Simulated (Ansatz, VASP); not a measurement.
# LiC4 in VASP and in Ansatz

Contents of INCAR:

```
SYSTEM = LiC4
PREC = Accurate
ENCUT = 600
EDIFF = 1E-6
ISMEAR = 0
SIGMA = 0.1
LREAL = .FALSE.
LASPH = .TRUE.
NELM = 100
ALGO = Normal
ISIF = 3
LWAVE = .FALSE.
LCHARG = .FALSE.
GGA = PE
IBRION = 2
NSW = 90
EDIFFG = -0.04
```

Contents of KPOINTS:

```
Automatic mesh
0
G
  4 4 6
  0 0 0
```

The input POSCAR:

```
LiC4
1.0
    3.7160365700     -3.7160365700      0.0000000000
    3.7160365700      3.7160365700      0.0000000000
    0.0000000000      0.0000000000      3.4159250600
Li C
1 4
Direct
    0.0000000000      0.0000000000      0.0000000000
    0.6950000000      0.3050000000      0.0000000000
    0.3050000000      0.6950000000      0.0000000000
    0.8050000000      0.8050000000      0.5000000000
    0.1950000000      0.1950000000      0.5000000000
```

Input for Ansatz:

```yaml
crystal:
  lattice:
    - [3.71603657, -3.71603657, 0.0]
    - [3.71603657, 3.71603657, 0.0]
    - [0.0, 0.0, 3.41592506]
  atoms:
    - { symbol: Li, position: [0.0, 0.0, 0.0] }
    - { symbol: C, position: [0.695, 0.305, 0.0] }
    - { symbol: C, position: [0.305, 0.695, 0.0] }
    - { symbol: C, position: [0.805, 0.805, 0.5] }
    - { symbol: C, position: [0.195, 0.195, 0.5] }
basis:
  ecutwfc: 420
kpoints:
  mp_grid: { grid: [4, 4, 6] }
hamiltonian:
  xc: pbe
scf:
  occupations: { method: gaussian, width: 0.1 }
  lower_state_search: "off"
output:
  forces: true
  stress: true
  eigenvalues: true
relax:
  adjacent_minimum: "off"
  f_tol: 0.04
  max_steps: 70
  cell: { stress_tol: 0.4 }
```

Change from the starting cell: ordered vacancies on the cation sites of rutile (Cmmm, No. 65).

Alike in both runs: task relaxation of cell and atoms; functional PBE; k mesh 4 × 4 × 6; occupations gaussian, width 0.1 eV; no spin polarisation.

|  | VASP | Ansatz |
| --- | --- | --- |
| version | VASP 6.6.1 | Ansatz 0.2.0 |
| potentials or method | VASP PAW PBE potentials, release 64 (Li_sv, C) | scalar-relativistic, plane waves, PAW |
| plane-wave cutoff (eV) | 600 | 420 |
| valence electrons in the cell | 19 | 19 |

VASP gave:

| Property | Result |
| --- | --- |
| gap on the k mesh at the Fermi level, each at its own relaxed structure (eV) | none |
| relaxed volume (Å³/atom) | 9.57 |
| relaxed cell length with the largest relative difference (Å) | 3.082 |
| energy change over the relaxation (meV/atom) | -2741 |

Q: What did Ansatz give for the same quantities?

A: gap on the k mesh at the Fermi level, each at its own relaxed structure (eV): none; relaxed volume (Å³/atom): 8.95; relaxed cell length with the largest relative difference (Å): 2.374; energy change over the relaxation (meV/atom): -2744.

A gap of «none» marks a metal or a gap that the smearing closes. One of these differences is far larger than is usual between the two programs; its cause wasn't traced.

Caveats: the cutoff is under 1.25 times the usual one of these potentials, so pressure, stress and relaxed cells hold a basis-set (Pulay) error (VASP); the volume moved by over 15 % at a fixed basis, so the end points are rough (VASP).
